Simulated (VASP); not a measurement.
Runs of VASP 6.6.1 on Sb. Symmetry: R-3m, No. 166, trigonal system. Conventional cell: a = 4.308 Å, b = 4.308 Å, c = 11.274 Å, α = 90.00°, β = 90.00°, γ = 120.00°. Around Sb (site symmetry 3m) lie 3 Sb at 2.91 Å. 

```csv
level,potentials or basis,k mesh,cutoff (eV),mesh quality,gap on the mesh (eV),pressure (GPa),largest force (eV/Å)
PBEsol,"VASP PAW PBE potentials, release 64 (Sb)",9 × 9 × 9,200,not flagged,0.08,0.2,0.18
PBEsol,"VASP PAW PBE potentials, release 64 (Sb)",9 × 9 × 9,300,not flagged,0.08,0.2,0.18
LDA,"VASP PAW LDA potentials, release 64 (Sb)",9 × 9 × 9,520,not flagged,(a),-0.9,0.10
PBEsol,"VASP PAW PBE potentials, release 64 (Sb)",9 × 9 × 9,520,not flagged,0.08,0.2,0.18
PBEsol,"VASP PAW PBE potentials, release 64 (Sb)",3 × 3 × 3,520,coarse,1.30,1.0,(b)
LDA,"VASP PAW LDA potentials, release 64 (Sb)",3 × 3 × 3,300,coarse,1.32,(c),0.21
```

Alike in all rows: task electric field gradients; no spin polarisation; cell as given; smearing fermi-dirac 0.05 eV.

Q: Fill in the values left out.

A: (a) 0.10; (b) 0.14; (c) -0.2.

Caveats: some runs use coarse meshes; spin-orbit coupling is left out, which moves the levels of the heavy elements; an odd mesh through Γ misses points on the zone boundary, where band edges often lie; the PAW data sets were made with another functional, which shifts forces and pressure a little (some runs); the cutoff is under 1.25 times the usual one of these potentials, so pressure, stress and relaxed cells hold a basis-set (Pulay) error (some runs).

A k mesh can miss the band edges, and the runs leave out spin-orbit coupling on Sb.

Not every run made on this cell is shown here.
